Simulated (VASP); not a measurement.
**Bi: relaxation of cell and atoms with PBE+D3(BJ)**

Bi:

```xyz
2
Lattice="2.2663 1.3084 3.8835 -2.2663 1.3084 3.8835 0.0000 -2.6169 3.8835" Properties=species:S:1:pos:R:3 pbc="T T T"
Bi    0.0000    0.0000    2.7628
Bi    0.0000    0.0000    8.8877
```

```json
{
 "Program": "VASP 6.6.1",
 "Task": "relaxation of cell and atoms",
 "Functional": "PBE",
 "Dispersion": "D3(BJ)",
 "Potentials or basis": "VASP PAW PBE potentials, release 64 (Bi_d)",
 "Cutoff": "600 eV",
 "k mesh": "10 × 10 × 10",
 "Occupations": "methfessel-paxton, width 0.1 eV",
 "Spin": "no spin polarisation",
 "Further INCAR settings": "ALGO = Normal; EDIFF = 1e-07; IBRION = 2; EDIFFG = -0.005; NSW = 90; ISIF = 3"
}
```

| Item | Value |
| --- | --- |
| Relaxed volume | 34.55 Å³/atom |
| Relaxed cell | a = 4.680 Å, b = 4.680 Å, c = 4.680 Å, α = 57.97°, β = 57.97°, γ = 57.97° |
| Space group after relaxing (to 0.05 Å) | R-3m (No. 166) |
| Energy gained by relaxing | 0.0 meV/atom |
| Ionic steps | 3 |
| Pressure after relaxing | 0.0 GPa |
| Band gap on the k mesh | none (metal or under the smearing width) |
| Dispersion energy per atom | -0.462 eV |

Final structure:
```
Bi
1.0
     2.26786    1.30935    3.87895
    -2.26786    1.30935    3.87895
     0.00000   -2.61870    3.87895
Bi
2
Direct
  0.23707 0.23707 0.23707
  0.76293 0.76293 0.76293
```

Levels at points of the mesh, in eV from the Fermi level:
| k point | band 13 | band 14 | band 15 | band 16 | band 17 | band 18 |
| --- | --- | --- | --- | --- | --- | --- |
| (0.00, 0.00, 0.00) | -1.43 | -1.19 | -1.19 | 2.81 | 3.11 | 3.11 |
| (0.50, 0.00, 0.00) | -1.06 | -0.94 | -0.20 | -0.19 | 0.45 | 0.85 |
| (0.50, 0.50, 0.00) | -4.77 | -3.04 | -2.92 | 2.53 | 5.09 | 5.43 |
| (0.50, 0.50, 0.50) | -0.76 | -0.47 | -0.47 | 0.57 | 0.57 | 0.62 |

Wall time 120 s on 2 MPI ranks on Intel(R) Xeon(R) 6975P-C (Granite Rapids), on a shared host, peak memory 0.34 GiB a rank.

Caveat: spin-orbit coupling is left out, which moves the levels of the heavy elements; pairwise dispersion overbinds metals, which lowers pressure and volume.
